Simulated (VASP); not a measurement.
Here is the system:

```yaml
crystal:
  lattice:
    - [4.26056, 0.00000, 0.00000]
    - [0.00000, 4.26056, 0.00000]
    - [0.00000, 0.00000, 4.26056]
  atoms:
    - { symbol: Ba, position: [0.00000, 0.00000, 0.00000] }
    - { symbol: Zr, position: [0.50000, 0.50000, 0.50000] }
    - { symbol: O, position: [0.50000, 0.00000, 0.50000] }
    - { symbol: O, position: [0.00000, 0.50000, 0.50000] }
    - { symbol: O, position: [0.50000, 0.50000, 0.00000] }
```

All values below come from PBE GGA with D3 dispersion (zero damping), VASP's PBE PAW potentials (set 64) (plane waves; VASP). Numerical set-up: 520 eV cut-off, 5×5×5 Γ-centred mesh, Gaussian smearing of 0.050 eV, potentials Ba_sv Zr_sv O.

Q: Give the stress tensor in GPa (positive for a compressed cell).

A: 
```
-4.30   0.00   0.00
 0.00  -4.30   0.00
 0.00   0.00  -4.30
```
The pressure is its mean diagonal, -4.30 GPa.

The compound is BaZrO3 in the cubic perovskite structure. This cell is one point of a volume scan, at 1.03 of the reference volume.
